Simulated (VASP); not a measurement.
# Y: surface energy and work function by face, part 3 of 5

How do surface energy, work function and relaxation of Y depend on the face?

VASP 6.6.1; PBEsol; plane waves and PAW (Y_sv).

So far. Step 3 (The bulk reference, job self-consistent run, k-mesh …): The run ends at a pressure of -0.16 GPa. Step 4 (Relaxing the slab, 8 atoms, face Y(0001)): The run ended after 5 ionic steps, 0.009 eV below its first step, once the forces on the free atoms met EDIFFG = -0.03.

## Step 5: Vacuum level and density of states, 8 atoms, face Y(0001)

A static run writes the electrostatic potential without exchange and correlation (LVHAR), which is flat in the vacuum and gives the level to count from. The dipole correction cancels the field that unlike faces would set up across the vacuum.

Input file INCAR:

```
SYSTEM = Y
PREC = Normal
ENCUT = 320
EDIFF = 1E-06
NELM = 120
ISMEAR = 1
SIGMA = 0.15
LREAL = .FALSE.
ALGO = Fast
GGA = PS
NBANDS = 54
LASPH = .TRUE.
LORBIT = 11
LWAVE = .FALSE.
LCHARG = .TRUE.
KPAR = 4
IDIPOL = 3
LDIPOL = .TRUE.
DIPOL = 0.5 0.5 0.5
LVHAR = .TRUE.
LVACPOTAV = .TRUE.
NEDOS = 1500
```

Input file POSCAR:

```
Y
1.0
    3.5948180247      0.0000000000      0.0000000000
    1.7974090124      3.1132037314      0.0000000000
    0.0000000000      0.0000000000     34.5573257033
Y
8
Direct
    0.6666666700      0.6666666700      0.2177762992
    0.0000000000      0.0000000000      0.2969860129
    0.6666666700      0.6666666700      0.3789539240
    0.0000000000      0.0000000000      0.4597321954
    0.6666666700      0.6666666700      0.5402678046
    0.0000000000      0.0000000000      0.6210460760
    0.6666666700      0.6666666700      0.7030139871
    0.0000000000      0.0000000000      0.7822237008
```

Input file KPOINTS:

```
Automatic mesh
0
Gamma
12 12 1
0 0 0
```

Potentials, in the order of the species: Y_sv (PBE family, release 64).

On the command line:

```bash
> mpirun -np 4 vasp_std
```

The log of the run:

```text
[... set-up lines as in an earlier step ...]
 entering main loop
       N       E                     dE             d eps       ncg     rms          rms(c)
DAV:   1     0.412719675677E+03    0.41272E+03   -0.35847E+04  2636   0.107E+03
DAV:   2     0.474847153661E+01   -0.40797E+03   -0.39626E+03  2300   0.304E+02
DAV:   3    -0.470352628251E+02   -0.51784E+02   -0.50438E+02  3168   0.568E+01
DAV:   4    -0.561228847524E+02   -0.90876E+01   -0.90151E+01  3560   0.242E+01
DAV:   5    -0.571464573581E+02   -0.10236E+01   -0.10217E+01  2972   0.677E+00    0.742E+01
RMM:   6    -0.883217441234E+02   -0.31175E+02   -0.80102E+01  2888   0.133E+01    0.645E+01
RMM:   7    -0.131639610266E+03   -0.43318E+02   -0.93631E+01  2910   0.151E+01    0.869E+01
RMM:   8    -0.731929504783E+02    0.58447E+02   -0.75191E+00  2953   0.644E+00    0.615E+01
RMM:   9    -0.595104460364E+02    0.13683E+02   -0.12213E+01  2996   0.659E+00    0.366E+01
RMM:  10    -0.535583796879E+02    0.59521E+01   -0.29058E+00  2983   0.333E+00    0.154E+01
RMM:  11    -0.543861475599E+02   -0.82777E+00   -0.25544E+00  2993   0.228E+00    0.198E+01
RMM:  12    -0.533993572638E+02    0.98679E+00   -0.80871E-01  3058   0.160E+00    0.146E+01
RMM:  13    -0.535390035286E+02   -0.13965E+00   -0.32978E-01  3246   0.815E-01    0.161E+01
RMM:  14    -0.534436880751E+02    0.95315E-01   -0.13667E-01  3446   0.439E-01    0.146E+01
RMM:  15    -0.533978966556E+02    0.45791E-01   -0.67786E-02  3479   0.275E-01    0.142E+01
RMM:  16    -0.536304112241E+02   -0.23251E+00   -0.21803E-01  3257   0.101E+00    0.160E+01
RMM:  17    -0.530976841552E+02    0.53273E+00   -0.54854E-01  3884   0.172E+00    0.633E+00
RMM:  18    -0.530759298710E+02    0.21754E-01   -0.12005E-01  3117   0.601E-01    0.691E+00
RMM:  19    -0.530087744405E+02    0.67155E-01   -0.69381E-02  3181   0.545E-01    0.328E+00
RMM:  20    -0.530148730459E+02   -0.60986E-02   -0.56199E-02  3284   0.357E-01    0.300E+00
RMM:  21    -0.530093106576E+02    0.55624E-02   -0.23434E-02  3324   0.267E-01    0.222E+00
RMM:  22    -0.530010102304E+02    0.83004E-02   -0.17794E-02  3346   0.204E-01    0.116E+00
RMM:  23    -0.529968354575E+02    0.41748E-02   -0.79786E-03  3122   0.158E-01    0.660E-01
RMM:  24    -0.529958143503E+02    0.10211E-02   -0.61084E-03  3237   0.113E-01    0.546E-01
WARNING in EDDRMM: call to ZHEGV failed, returncode =   6  3     41
RMM:  25    -0.529956691558E+02    0.14519E-03   -0.33771E-03  3275   0.754E-02    0.191E-01
RMM:  26    -0.529958111930E+02   -0.14204E-03   -0.23428E-03  3374   0.524E-02    0.166E-01
RMM:  27    -0.529960629628E+02   -0.25177E-03   -0.18087E-03  3369   0.452E-02    0.252E-01
RMM:  28    -0.529960158955E+02    0.47067E-04   -0.11557E-03  3323   0.330E-02    0.894E-02
WARNING in EDDRMM: call to ZHEGV failed, returncode =   8  4     39
RMM:  29    -0.529962332007E+02   -0.21731E-03   -0.91515E-04  3203   0.230E-02    0.214E-01
RMM:  30    -0.529962547980E+02   -0.21597E-04   -0.62805E-04  2879   0.173E-02    0.159E-01
RMM:  31    -0.529962671643E+02   -0.12366E-04   -0.49551E-04  2712   0.134E-02    0.719E-02
RMM:  32    -0.529963145140E+02   -0.47350E-04   -0.34838E-04  2558   0.112E-02    0.474E-02
WARNING in EDDRMM: call to ZHEGV failed, returncode =   8  4     42
RMM:  33    -0.529963675100E+02   -0.52996E-04   -0.28282E-04  2364   0.101E-02    0.353E-02
RMM:  34    -0.529964034637E+02   -0.35954E-04   -0.19801E-04  2187   0.775E-03    0.205E-02
RMM:  35    -0.529964346526E+02   -0.31189E-04   -0.15592E-04  2115   0.659E-03    0.169E-02
RMM:  36    -0.529964596744E+02   -0.25022E-04   -0.11610E-04  1948   0.565E-03    0.303E-02
RMM:  37    -0.529964709265E+02   -0.11252E-04   -0.86510E-05  1859   0.460E-03    0.150E-02
WARNING in EDDRMM: call to ZHEGV failed, returncode =   6  3     36
RMM:  38    -0.529964795445E+02   -0.86180E-05   -0.66535E-05  1549   0.366E-03    0.123E-02
RMM:  39    -0.529964844662E+02   -0.49217E-05   -0.47741E-05  1310   0.308E-03    0.101E-02
RMM:  40    -0.529964880490E+02   -0.35829E-05   -0.38304E-05  1184   0.272E-03    0.892E-03
RMM:  41    -0.529964917055E+02   -0.36565E-05   -0.26942E-05  1415   0.274E-03    0.402E-03
RMM:  42    -0.529964944973E+02   -0.27918E-05   -0.21570E-05  1293   0.250E-03    0.276E-03
RMM:  43    -0.529964961599E+02   -0.16626E-05   -0.14137E-05  1113   0.223E-03    0.268E-03
WARNING in EDDRMM: call to ZHEGV failed, returncode =   8  4     49
RMM:  44    -0.529964975094E+02   -0.13495E-05   -0.11056E-05  1011   0.200E-03    0.158E-03
RMM:  45    -0.529964982517E+02   -0.74228E-06   -0.67034E-06  1044   0.192E-03
 -----------------------------------------------------------------------------
|                                                                             |
|           W    W    AA    RRRRR   N    N  II  N    N   GGGG   !!!           |
|           W    W   A  A   R    R  NN   N  II  NN   N  G    G  !!!           |
|           W    W  A    A  R    R  N N  N  II  N N  N  G       !!!           |
|           W WW W  AAAAAA  RRRRR   N  N N  II  N  N N  G  GGG   !            |
|           WW  WW  A    A  R   R   N   NN  II  N   NN  G    G                |
|           W    W  A    A  R    R  N    N  II  N    N   GGGG   !!!           |
|                                                                             |
|     Did not find any points to average over, which means that no vacuum     |
|     field-free region was found. Please increase the size of  your cell     |
|     in the dimension of the dipole correction to obtain accurate            |
|     workfunction values.                                                    |
|                                                                             |
 -----------------------------------------------------------------------------

   1 F= -.52996498E+02 E0= -.52995780E+02  d E =-.215585E-02
```

Wall time 63 s (4 MPI ranks of Intel Xeon 6975P-C (Granite Rapids), shared host); peak memory 1.2 GiB; 4.1 min of CPU time.

Parts of OUTCAR (step 5):

```text
   NELECT =      88.0000    total number of electrons

 dipolmoment           0.000000      0.000000      0.000015 electrons x Angstroem

 E-fermi :   0.9688

 k-point     1 :       0.0000    0.0000    0.0000
  band No.  band energies     occupation
    ...
     36      -2.6422      2.00000
     37      -2.1040      2.00000
     38      -1.5709      2.00000
     39      -1.1971      2.00000
     40      -1.0213      2.00000
     41       1.1048     -0.02496
     42       1.1062     -0.02803
     43       1.7927     -0.00000
     44       1.8356     -0.00000
     45       1.9854     -0.00000
    ...

  Total       -1.6800034     -1.6800034     -0.7270540     -0.0000000      0.0000000      0.0000000
  in kB       -6.9597904     -6.9597904     -3.0119843     -0.0000000      0.0000000      0.0000000
  external PRESSURE =      -5.6438550 kB  Pullay stress =       0.0000000 kB

 POSITION                                       TOTAL-FORCE (eV/Angst)
 -----------------------------------------------------------------------------------
      3.59482      2.07547      7.52577        -0.000000     -0.000000      0.026978
      0.00000      0.00000     10.26304         0.000000      0.000000      0.015525
      3.59482      2.07547     13.09563         0.000000      0.000000     -0.029846
      0.00000      0.00000     15.88712        -0.000000     -0.000000      0.005512
      3.59482      2.07547     18.67021         0.000000      0.000000     -0.005512
      0.00000      0.00000     21.46169        -0.000000     -0.000000      0.029846
      3.59482      2.07547     24.29428        -0.000000      0.000000     -0.015525
      0.00000      0.00000     27.03156         0.000000      0.000000     -0.026978
 -----------------------------------------------------------------------------------
    total drift:                               -0.000052     -0.000030      0.000979

  FREE ENERGIE OF THE ION-ELECTRON SYSTEM (eV)
  ---------------------------------------------------
  free  energy   TOTEN  =       -52.9964982517 eV

  energy  without entropy=      -52.9943424036  energy(sigma->0) =      -52.99577964

 vacuum level on the upper side and lower side of the slab         4.249         4.249

[... 8 parts as in an earlier step ...]

[... 9 further parts left out ...]
```

This step gave:

| Quantity | Value |
| --- | --- |
| electronic cycles | 45 |
| Fermi energy | 0.9688 eV |
| dipole moment | 0, 0, 1.50e-5 e·Å |
| vacuum levels | 4.249, 4.249 eV |
| work functions of the upper and lower face | 3.280, 3.280 eV |

The planar average of the electrostatic potential oscillates, so the rows of the table below give means over windows of 2.81 Å about each position, cut where the curve ends. Its maxima inside the range that stand out by 2 % of the span (Å: eV): 8.9: 0.517, 11.7: 0.691, 14.5: 0.586, 17.3: 0.554, 20.1: 0.586, 22.9: 0.691, 25.7: 0.517. Its minima: 7.5: -6.88, 10.3: -6.37, 13.1: -6.59, 15.9: -6.53, 18.7: -6.53, 21.5: -6.59, 24.3: -6.36, 27.1: -6.88.

Zero at the Fermi level. Planar average of the electrostatic potential against height; means over each step:

height (Å), planar average of the electrostatic potential (eV) and a bar from the least value:
```
     1.41       3.28 ##############################
     4.21       3.12 #############################
     7.02      -3.07 ##
     9.83      -3.05 ##
    12.64      -3.11 #
    15.45      -3.12 #
    18.27      -3.13 #
    21.07      -3.14 #
    23.88      -2.99 ##
    26.69      -3.41 
    29.50       2.44 ##########################
    32.31       3.28 ##############################
```

Density of states in the PAW spheres, an atom over height of the layer and energy from the Fermi level.

Ten even steps from '_' (0.00 states/eV) to '@' (1.41 states/eV), each cell a mean:
```
@@==++====++==@@
@@@@@@@@@@@@@@@@
****++****++****
----==++++==----
================
----------------
..::::::::::::..
................
________________
________________
________________
________________
________________
________________
________________
________________
________________
________________
________________
________________
________________
________________
```
Columns: height of the layer (Å) from 7.5 to 27; rows upwards: energy from the Fermi level (eV) from -7.9 to 0.5.

Valence density in the ca plane at fractional y = 0.000, with atoms of Y within 0.2 Å of it. It is the smooth field of the valence electrons, not physical close to the nuclei.

Ten steps, logarithmic in the rise over the least value, from '0' (0.0 e/Å³) to '9' (5.0 e/Å³), each cell a mean:
```
98632222222247998642222222236899742000000000
76422222222235777532222222235677531000000000
43222233322223444322223332223444321000000000
22222234432222222222234432222222211000000000
22222344432222222222234433222222211000000000
32222233332222332222233332222333211000000000
65322222222234565322222222223565421000000000
87532222222246888632222222236888741000000000
98632222222357999742222222247999852000000000
```
Columns run along c (16.0 Å, from fractional 0.46 to 0.93 of the cell), rows up along a (3.6 Å). Atoms in or near the plane, at fractional coordinates: Y at (0.62, 0.00), Y at (0.78, 0.00).

The map of layer states is cut here 0.5 eV above the Fermi level, so it leaves out the states above that.

The vacuum level lies 3.28 eV above the Fermi level at the upper face; both faces agree, as the slab has next to no dipole.

The program found no field-free point at its default tolerance, but its printed level agrees with the flat part of the planar average.

On this mesh the fine structure of the density of states is sampling noise, and high empty states may be cut by the number of bands.

[end of part 3 of 5]

[Lines on the potential files, build, host, timing and source positions are cut from VASP's logs without a mark.]

[Logs are printed without paths, hosts, clocks, repeated set-up lines and the standing remarks that a program may print on its own settings, such as how far it seeks lower states.]

[Hosts, paths, dates, database ids (printed as entryN), source tags and the programs' standing remarks are cut or masked in the printed files.]

[Runs that stopped without an error message from VASP are left out.]
